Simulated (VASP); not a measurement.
# Ca3TaO6 (Fm-3m) in VASP: further runs

Runs on Ca3TaO6. Level: PBE. Tasks: single point.

Program: VASP 6.6.1. These are calculated values, not measurements. Logs are shortened: lines on timing, memory, paths and dates and some standing lists are left out, and cuts for length are marked.

### 1 The crystal as given

The structure is cubic, space group Fm-3m (No. 225). The conventional cell has a = 7.857 Å, b = 7.857 Å, c = 7.857 Å, α = 90.00°, β = 90.00°, γ = 90.00°. Around Ca (site symmetry m-3m) lie 6 O at 1.96 Å. Around Ca (site symmetry -43m) lie 12 O at 2.78 Å. Ta (site symmetry m-3m) is surrounded by 6 O at 1.96 Å. O (site symmetry 4mm) is surrounded by 1 Ca at 1.96 Å and 1 Ta at 1.96 Å.

The cell was built by a generator and needn't be a form met in nature.

### 2 Single point, PBE

The input, INCAR:

```
SYSTEM = Ca3TaO6
ALGO = Normal
EDIFF = 1E-7
ENCUT = 520
GGA = PE
ISIF = 2
ISMEAR = -1
LASPH = .True.
LCHARG = .True.
LELF = .True.
LREAL = .False.
LVHAR = .True.
LWAVE = .False.
NBANDS = 50
NELM = 80
PREC = Accurate
SIGMA = 0.1
```

The input, KPOINTS:

```
k-points
0
Gamma
  4 4 4
  0 0 0
```

The input, POSCAR:

```
Ca3TaO6
1.0
    0.0000000000      3.9285950000      3.9285950000
    3.9285950000      0.0000000000      3.9285950000
    3.9285950000      3.9285950000      0.0000000000
Ca Ta O
3 1 6
Direct
    0.5000000000      0.5000000000      0.5000000000
    0.2500000000      0.2500000000      0.2500000000
    0.7500000000      0.7500000000      0.7500000000
    0.0000000000      0.0000000000      0.0000000000
    0.7500000000      0.2500000000      0.2500000000
    0.2500000000      0.7500000000      0.2500000000
    0.2500000000      0.7500000000      0.7500000000
    0.7500000000      0.2500000000      0.7500000000
    0.2500000000      0.2500000000      0.7500000000
    0.7500000000      0.7500000000      0.2500000000
```

Potentials or basis: VASP PAW PBE potentials, release 64 (Ca_sv, Ta_pv, O).

On the command line:

```sh
$ cat potpaw_PBE.64/Ca_sv/POTCAR potpaw_PBE.64/Ta_pv/POTCAR potpaw_PBE.64/O/POTCAR > POTCAR
$ mpirun -np 1 vasp_std > vasp.out
```

OUTCAR:

```text
SYSTEM = Ca3TaO6
   EDIFF = 1E-7
   ENCUT = 520
   GGA = PE
   ISIF = 2
   ISMEAR = -1
   LASPH = .True.
   LREAL = .False.
   NELM = 80
   PREC = Accurate

 ion  position               nearest neighbor table
   1  0.500  0.500  0.500-   5 1.96   6 1.96   7 1.96   8 1.96   9 1.96  10 1.96
   2  0.250  0.250  0.250-
   3  0.750  0.750  0.750-
   4  0.000  0.000  0.000-   5 1.96   6 1.96   7 1.96   8 1.96   9 1.96  10 1.96
   5  0.750  0.250  0.250-   1 1.96   4 1.96
   6  0.250  0.750  0.250-   1 1.96   4 1.96
   7  0.250  0.750  0.750-   1 1.96   4 1.96
   8  0.750  0.250  0.750-   1 1.96   4 1.96
   9  0.250  0.250  0.750-   1 1.96   4 1.96
  10  0.750  0.750  0.250-   1 1.96   4 1.96

  LATTYP: Found a face centered cubic cell.
 ALAT       =     7.8571900000

  Lattice vectors:

 A1 = (   0.0000000000,   3.9285950000,   3.9285950000)
 A2 = (   3.9285950000,   0.0000000000,   3.9285950000)
 A3 = (   3.9285950000,   3.9285950000,   0.0000000000)

Analysis of symmetry for initial positions (statically):
=====================================================================
 Subroutine PRICEL returns:
 Original cell was already a primitive cell.

 Routine SETGRP: Setting up the symmetry group for a
 face centered cubic supercell.

 Subroutine GETGRP returns: Found 48 space group operations
 (whereof 48 operations were pure point group operations)
 out of a pool of 48 trial point group operations.

The static configuration has the point symmetry O_h .

Analysis of symmetry for dynamics (positions and initial velocities):
=====================================================================
 Subroutine PRICEL returns:
 Original cell was already a primitive cell.

 Routine SETGRP: Setting up the symmetry group for a
 face centered cubic supercell.

 Subroutine GETGRP returns: Found 48 space group operations
 (whereof 48 operations were pure point group operations)
 out of a pool of 48 trial point group operations.

The dynamic configuration has the point symmetry O_h .

 Subroutine INISYM returns: Found 48 space group operations
 (whereof 48 operations are pure point group operations),
 and found     1 'primitive' translations

----------------------------------------------------------------------------------------

                                     Primitive cell

  volume of cell :     121.2668

  direct lattice vectors                    reciprocal lattice vectors
     0.000000000  3.928595000  3.928595000    -0.127271964  0.127271964  0.127271964
     3.928595000  0.000000000  3.928595000     0.127271964 -0.127271964  0.127271964
     3.928595000  3.928595000  0.000000000     0.127271964  0.127271964 -0.127271964

  length of vectors
     5.555872330  5.555872330  5.555872330     0.220441507  0.220441507  0.220441507

  position of ions in fractional coordinates (direct lattice)
     0.500000000  0.500000000  0.500000000
     0.250000000  0.250000000  0.250000000
     0.750000000  0.750000000  0.750000000
     0.000000000  0.000000000  0.000000000
     0.750000000  0.250000000  0.250000000
     0.250000000  0.750000000  0.250000000
     0.250000000  0.750000000  0.750000000
     0.750000000  0.250000000  0.750000000
     0.250000000  0.250000000  0.750000000
     0.750000000  0.750000000  0.250000000

  ion indices of the primitive-cell ions
   primitive index   ion index
                 1           1
                 2           2
                 3           3
                 4           4
                 5           5
                 6           6
                 7           7
                 8           8
                 9           9
                10          10

----------------------------------------------------------------------------------------

 KPOINTS: k-points

Automatic generation of k-mesh.
 Grid dimensions read from file:
 generate k-points for:    4    4    4

 Generating k-lattice:

  Cartesian coordinates                     Fractional coordinates (reciprocal lattice)
    -0.031817991  0.031817991  0.031817991     0.250000000  0.000000000  0.000000000
     0.031817991 -0.031817991  0.031817991     0.000000000  0.250000000  0.000000000
     0.031817991  0.031817991 -0.031817991     0.000000000  0.000000000  0.250000000

  Length of vectors
     0.055110377  0.055110377  0.055110377

  Shift w.r.t. Gamma in fractional coordinates (k-lattice)
     0.000000000  0.000000000  0.000000000

 Subroutine IBZKPT returns following result:
 ===========================================

 Found      8 irreducible k-points:

 Following reciprocal coordinates:
            Coordinates               Weight
  0.000000  0.000000  0.000000      1.000000
  0.250000  0.000000  0.000000      8.000000
  0.500000  0.000000  0.000000      4.000000
  0.250000  0.250000  0.000000      6.000000
  0.500000  0.250000  0.000000     24.000000
 -0.250000  0.250000  0.000000     12.000000
  0.500000  0.500000  0.000000      3.000000
 -0.250000  0.500000  0.250000      6.000000
   k-points           NKPTS =      8   k-points in BZ     NKDIM =      8   number of bands    NBANDS=     50
   number of dos      NEDOS =    301   number of ions     NIONS =     10
   total plane-waves  NPLWV =  74088
   dimension x,y,z NGX =    42 NGY =   42 NGZ =   42
   dimension x,y,z NGXF=    84 NGYF=   84 NGZF=   84
   ions per type =               3   1   6
   NGX,Y,Z   is equivalent  to a cutoff of  12.57, 12.57, 12.57 a.u.
   NGXF,Y,Z  is equivalent  to a cutoff of  25.13, 25.13, 25.13 a.u.
 SYSTEM =  Ca3TaO6
   PREC   = accura    normal or accurate (medium, high low for compatibility)
   ISTART =      0    job   : 0-new  1-cont  2-samecut
   ICHARG =      2    charge: 1-file 2-atom 10-const
   ISPIN  =      1    spin polarized calculation?
   LNONCOLLINEAR =      F non collinear calculations
   LSORBIT =      F    spin-orbit coupling
   LASPH  =      T    aspherical Exc in radial PAW
   ENCUT  =  520.0 eV  38.22 Ry    6.18 a.u.  10.33 10.33 10.33*2*pi/ulx,y,z
   NELM   =     80;   NELMIN=  2; NELMDL= -5     # of ELM steps
   EDIFF  = 0.1E-06   stopping-criterion for ELM
   LREAL  =      F    real-space projection
   EDIFFG = 0.1E-05   stopping-criterion for IOM
   NSW    =      0    number of steps for IOM
   IBRION =     -1    ionic relax: 0-MD 1-quasi-New 2-CG
   NFREE  =      0    steps in history (QN), initial steepest desc. (CG)
   ISIF   =      2    stress and relaxation
   ISYM   =      2    0-nonsym 1-usesym 2-fastsym
   POTIM  = 0.5000    time-step for ionic-motion
   TEBEG  =    0.0;   TEEND  =   0.0 temperature during run
   PSTRESS=    0.0 pullay stress
   NELECT =      77.0000    total number of electrons
   NUPDOWN=      -1.0000    fix difference up-down
   EMIN   =  10.00;   EMAX   =-10.00  energy-range for DOS
   EFERMI =   0.00;   METHOD = LEGACY
   ISMEAR =    -1;   SIGMA  =   0.10  broadening in eV -4-tet -1-fermi 0-gaus
   EFERMI_NEDOS =   21; number of points for ismear=-14 and -15
   IALGO  =     38    algorithm
   IMIX   =      4    mixing-type and parameters
     AMIX     =   0.40;   BMIX     =  1.00
     AMIX_MAG =   1.60;   BMIX_MAG =  1.00
  volume/ion in A,a.u.               =      12.13        81.83
  Fermi-wavevector in a.u.,A,eV,Ry     =   1.407098  2.659030 26.938529  1.979926
  Thomas-Fermi vector in A             =   2.529392
   LORBIT       =      0    0 simple, 1 ext, 2 COOP (PROOUT), +10 PAW based schemes
   GGA     = PE    functional components
   LHFCALC =     F    Hartree Fock is set to
   AEXX    =    0.0000 exact exchange contribution
   IVDW    =     0    specifies the selected vdW correction
   LEPSILON=     F    determine dielectric tensor
   LRPA    =     F    only Hartree local field effects (RPA)
 non-spin polarized calculation
  energy-cutoff  :      520.00
  volume of cell :      121.27
 maximum number of plane-waves:      3287
 NGX is ok and might be reduce to    42
   NGX = 21   NGY = 21   NGZ = 21

 number of electron      77.0000011 magnetization

 Free energy of the ion-electron system (eV)
  ---------------------------------------------------
  ext. energy  EPLUGINS =         0.00000000
  ---------------------------------------------------
  free energy    TOTEN  =       -70.61316150 eV

  energy without entropy =      -70.44127284  energy(sigma->0) =      -70.52721717

 E-fermi :   3.0145     XC(G=0): -11.0024

 val. band max:        2.9713504836   @ k =   0.5000   0.5000   0.0000
 cond. band min:       3.0160689384   @ k =   0.2500   0.2500   0.0000
 fundamental gap:      0.0447184548
 Fermi energy:         3.0145380987

 k-point     1 :       0.0000    0.0000    0.0000
  band No.  band energies     occupation
      1     -36.4322      2.00000
      2     -36.4173      2.00000
      3     -31.7141      2.00000
      4     -30.6092      2.00000
      5     -30.6092      2.00000
      6     -30.6092      2.00000
[... 42 lines left out ...]
     49       9.7904      0.00000
     50       9.7981      0.00000

 k-point     2 :       0.2500    0.0000    0.0000
  band No.  band energies     occupation
      1     -36.4300      2.00000
      2     -36.4193      2.00000
      3     -31.7153      2.00000
      4     -30.6093      2.00000
      5     -30.6093      2.00000
      6     -30.6080      2.00000
[... 42 lines left out ...]
     49       9.7232      0.00000
     50       9.7346      0.00000

 k-point     3 :       0.5000    0.0000    0.0000
  band No.  band energies     occupation
      1     -36.4247      2.00000
      2     -36.4244      2.00000
      3     -31.7165      2.00000
      4     -30.6093      2.00000
      5     -30.6093      2.00000
      6     -30.6066      2.00000
[... 42 lines left out ...]
     49       9.7243      0.00000
     50       9.7259      0.00000

 k-point     4 :       0.2500    0.2500    0.0000
  band No.  band energies     occupation
      1     -36.4297      2.00000
      2     -36.4196      2.00000
      3     -31.7150      2.00000
      4     -30.6095      2.00000
      5     -30.6095      2.00000
      6     -30.6081      2.00000
[... 42 lines left out ...]
     49       9.3374      0.00000
     50       9.6834      0.00000

 k-point     5 :       0.5000    0.2500    0.0000
  band No.  band energies     occupation
      1     -36.4263      2.00000
      2     -36.4227      2.00000
      3     -31.7156      2.00000
      4     -30.6096      2.00000
      5     -30.6093      2.00000
      6     -30.6080      2.00000
[... 42 lines left out ...]
     49       9.6450      0.00000
     50       9.7477      0.00000

 k-point     6 :      -0.2500    0.2500    0.0000
  band No.  band energies     occupation
      1     -36.4271      2.00000
      2     -36.4220      2.00000
      3     -31.7159      2.00000
      4     -30.6094      2.00000
      5     -30.6093      2.00000
      6     -30.6075      2.00000
[... 42 lines left out ...]
     49       9.4449      0.00000
     50       9.6211      0.00000

 k-point     7 :       0.5000    0.5000    0.0000
  band No.  band energies     occupation
      1     -36.4271      2.00000
      2     -36.4219      2.00000
      3     -31.7147      2.00000
      4     -30.6098      2.00000
      5     -30.6098      2.00000
      6     -30.6089      2.00000
[... 42 lines left out ...]
     49      10.0265      0.00000
     50      10.0351      0.00000

 k-point     8 :      -0.2500    0.5000    0.2500
  band No.  band energies     occupation
      1     -36.4245      2.00000
      2     -36.4245      2.00000
      3     -31.7154      2.00000
      4     -30.6094      2.00000
      5     -30.6094      2.00000
      6     -30.6087      2.00000
[... 42 lines left out ...]
     49       9.4745      0.00000
     50       9.6000      0.00000

------------------------ aborting loop because EDIFF is reached ----------------------------------------

  FORCE on cell =-STRESS in cart. coord.  units (eV):
  Direction    XX          YY          ZZ          XY          YZ          ZX
  --------------------------------------------------------------------------------------
  -------------------------------------------------------------------------------------
  Total       19.2938997     19.2938997     19.2938997      0.0000000      0.0000000      0.0000000
  in kB      254.9111457    254.9111457    254.9111457      0.0000000      0.0000000      0.0000000
  external PRESSURE =     254.9111457 kB  Pullay stress =       0.0000000 kB

 VOLUME and BASIS-vectors are now :
 -----------------------------------------------------------------------------
  energy-cutoff  :      520.00
  volume of cell :      121.27
      direct lattice vectors                 reciprocal lattice vectors
     0.000000000  3.928595000  3.928595000    -0.127271964  0.127271964  0.127271964
     3.928595000  0.000000000  3.928595000     0.127271964 -0.127271964  0.127271964
     3.928595000  3.928595000  0.000000000     0.127271964  0.127271964 -0.127271964

 POSITION                                       TOTAL-FORCE (eV/Angst)
 -----------------------------------------------------------------------------------
      3.92860      3.92860      3.92860         0.000000      0.000000      0.000000
      1.96430      1.96430      1.96430         0.000000      0.000000     -0.000000
      5.89289      5.89289      5.89289         0.000000     -0.000000     -0.000000
      0.00000      0.00000      0.00000         0.000000      0.000000      0.000000
      1.96430      3.92860      3.92860        -3.757973      0.000000      0.000000
      3.92860      1.96430      3.92860         0.000000     -3.757973      0.000000
      5.89289      3.92860      3.92860         3.757973      0.000000      0.000000
      3.92860      5.89289      3.92860         0.000000      3.757973      0.000000
      3.92860      3.92860      1.96430         0.000000      0.000000     -3.757973
      3.92860      3.92860      5.89289         0.000000      0.000000      3.757973
 -----------------------------------------------------------------------------------
    total drift:                                0.000000      0.000000      0.000000

  FREE ENERGIE OF THE ION-ELECTRON SYSTEM (eV)
  ---------------------------------------------------
  free  energy   TOTEN  =       -70.6131615006 eV

  energy  without entropy=      -70.4412728384  energy(sigma->0) =      -70.52721717
```

It took 95 s on 1 thread of Intel Xeon Platinum 8175M at 2.50GHz (Skylake/Cascade Lake), shared host; peak memory 0.27 GiB.

What came out:

| Item | Value |
| --- | --- |
| Free energy | -70.6132 eV |
| Pressure | 25.5 GPa |
| Band gap on the k mesh | none (metal or under the smearing width) |

Caveat: so large a pressure means that the cell lies far from this level's equilibrium, or that cutoff or potentials fall short; an odd number of electrons without spin polarisation forces a metal; a magnetic or distorted state may lie lower. The run has no spin-orbit coupling, so splittings on Ta are missing.

### 3 Single point, PBE

The input, INCAR:

```
SYSTEM = Ca3TaO6
  PREC = Accurate
  ENCUT = 520
  EDIFF = 1E-6
  ISMEAR = -1
  SIGMA = 0.1
  LREAL = .FALSE.
  LASPH = .TRUE.
  NELM = 100
  ALGO = Normal
  ISIF = 2
  LWAVE = .FALSE.
  LCHARG = .FALSE.
  GGA = PE
  NBANDS = 50
```

The input, KPOINTS:

```
regular mesh
0
G
  4 4 4
  0 0 0
```

POSCAR is that of step 2.

Potentials or basis: VASP PAW PBE potentials, release 64 (Ca_sv, Ta_pv, O).

On the command line:

```sh
$ cat potpaw_PBE.64/Ca_sv/POTCAR potpaw_PBE.64/Ta_pv/POTCAR potpaw_PBE.64/O/POTCAR > POTCAR
$ mpirun -np 1 vasp_std > vasp.out
```

Run time: 77 s. Hardware: 1 thread of Intel Xeon Platinum 8175M at 2.50GHz (Skylake/Cascade Lake), shared host; peak memory 0.27 GiB.

It converged, with:

```
Free energy            : -70.6132 eV
Pressure               : 25.5 GPa
Band gap on the k mesh : none (metal or under the smearing width)
```

Levels at points of the mesh, in eV from the Fermi level:
```
           k point  band 36  band 37  band 38  band 39  band 40  band 41  band 42  band 43
(0.00, 0.00, 0.00)     0.05     0.15     0.15     0.15     3.76     3.76     3.76     4.65
(0.50, 0.00, 0.00)    -0.83    -0.83    -0.61    -0.50     4.65     4.65     4.83     5.75
(0.50, 0.50, 0.00)    -0.21    -0.04     0.03     0.03     4.17     5.53     5.53     5.92
```

Caveat: so large a pressure means that the cell lies far from this level's equilibrium, or that cutoff or potentials fall short; an odd number of electrons without spin polarisation forces a metal; a magnetic or distorted state may lie lower.

### 4 Single point, PBE, collinear spin, typed start

The input, INCAR:

```
ALGO = Normal
EDIFF = 1E-6
ENCUT = 520
GGA = PE
ISIF = 2
ISMEAR = -1
ISPIN = 2
LASPH = T
LCHARG = T
LELF = T
LMAXMIX = 4
LORBIT = 11
LREAL = F
LVHAR = T
LWAVE = F
MAGMOM = 2 1 3 3 3 2 3 1 2 1
NBANDS = 54
NELM = 150
PREC = Accurate
SIGMA = 0.1
```

The input, KPOINTS:

```
k-points
0
Gamma
  4 4 4
```

POSCAR is that of step 3.

On the command line:

```sh
$ cat potpaw_PBE.64/Ca_sv/POTCAR potpaw_PBE.64/Ta_pv/POTCAR potpaw_PBE.64/O/POTCAR > POTCAR
$ mpirun -np 1 vasp_std > vasp.out
```

It took 9.3 min on 1 thread of Intel Xeon Platinum 8175M at 2.50GHz (Skylake/Cascade Lake), shared host; peak memory 0.46 GiB.

The run converged. Its results:

- Free energy: -70.6132 eV
- Pressure: 25.5 GPa
- Band gap on the k mesh: none (metal or under the smearing width)
- Net moment: 0.00 μB per cell
- Valence electrons inside the program's atomic spheres: Ca 8.88, 8.04; Ta 9.01; O 5.06

Levels at points of the mesh, in eV from the Fermi level:
Spin up:
```
           k point  band 37  band 38  band 39  band 40  band 41  band 42
(0.00, 0.00, 0.00)     0.15     0.15     0.15     3.76     3.76     3.76
(0.50, 0.00, 0.00)    -0.83    -0.61    -0.50     4.65     4.65     4.83
(0.00, 0.50, 0.00)    -0.83    -0.61    -0.50     4.65     4.65     4.83
(0.50, 0.50, 0.50)    -0.83    -0.61    -0.50     4.65     4.65     4.83
(0.50, 0.50, 0.00)    -0.04     0.03     0.03     4.17     5.53     5.53
(0.00, 0.50, 0.50)    -0.04     0.03     0.03     4.17     5.53     5.53
```
Spin down:
| k point | band 35 | band 36 | band 37 | band 38 | band 39 | band 40 | band 41 | band 42 | band 43 | band 44 |
| --- | --- | --- | --- | --- | --- | --- | --- | --- | --- | --- |
| (0.00, 0.00, 0.00) | 0.05 | 0.05 | 0.15 | 0.15 | 0.15 | 3.76 | 3.76 | 3.76 | 4.65 | 4.65 |
| (0.50, 0.00, 0.00) | -0.86 | -0.83 | -0.83 | -0.61 | -0.50 | 4.65 | 4.65 | 4.83 | 5.75 | 5.75 |
| (0.00, 0.50, 0.00) | -0.86 | -0.83 | -0.83 | -0.61 | -0.50 | 4.65 | 4.65 | 4.83 | 5.75 | 5.75 |
| (0.50, 0.50, 0.50) | -0.86 | -0.83 | -0.83 | -0.61 | -0.50 | 4.65 | 4.65 | 4.83 | 5.75 | 5.75 |
| (0.50, 0.50, 0.00) | -1.71 | -0.21 | -0.04 | 0.03 | 0.03 | 4.17 | 5.53 | 5.53 | 5.92 | 5.98 |
| (0.00, 0.50, 0.50) | -1.71 | -0.21 | -0.04 | 0.03 | 0.03 | 4.17 | 5.53 | 5.53 | 5.92 | 5.98 |

Caveat: so large a pressure means that the cell lies far from this level's equilibrium, or that cutoff or potentials fall short.
